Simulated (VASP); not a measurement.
Wanted: the native input for a VASP 6.6.1 run.

```yaml
Task: single point
Functional: LDA
Potentials_or_basis: VASP PAW LDA potentials, release 64 (Zr_sv, Hg)
Cutoff: 520 eV
k_mesh: 6 × 6 × 4
Occupations: gaussian, width 0.1 eV
Spin: no spin polarisation
Dipole_correction: no
Further_INCAR_settings: ALGO = Normal; EDIFF = 1e-07; NBANDS = 19
```

The structure of ZrHg lies in POSCAR:

```
ZrHg
1.0
    3.1470000000      0.0000000000      0.0000000000
    0.0000000000      3.1470000000      0.0000000000
    0.0000000000      0.0000000000      4.1700000000
Zr Hg
1 1
Direct
    0.5000000000      0.5000000000      0.5000000000
    0.0000000000      0.0000000000      0.0000000000
```

The input as run:

INCAR

```
ALGO = Normal
EDIFF = 1E-7
ENCUT = 520
ISIF = 2
ISMEAR = 0
LASPH = T
LCHARG = F
LREAL = F
LWAVE = F
NBANDS = 19
NELM = 60
PREC = Accurate
SIGMA = 0.1
```

KPOINTS

```
k-points
0
Gamma
  6 6 4
```

Potentials or basis: VASP PAW LDA potentials, release 64 (Zr_sv, Hg).

Run with:

```sh
$ cat potpaw_LDA.64/Zr_sv/POTCAR potpaw_LDA.64/Hg/POTCAR > POTCAR
$ mpirun -np 1 vasp_std > vasp.out
```

Results of the run:

| Property | Result |
| --- | --- |
| Pressure | -2.9 GPa |
| Band gap on the k mesh | none (metal or under the smearing width) |

Caveat: the k mesh is coarse (spacing up to 0.38 Å⁻¹), so the values aren't converged.

It took 22 s on 1 thread of AMD EPYC 7R43 64-Core Processor (Zen 3), with other jobs on the host, peak memory 0.11 GiB.
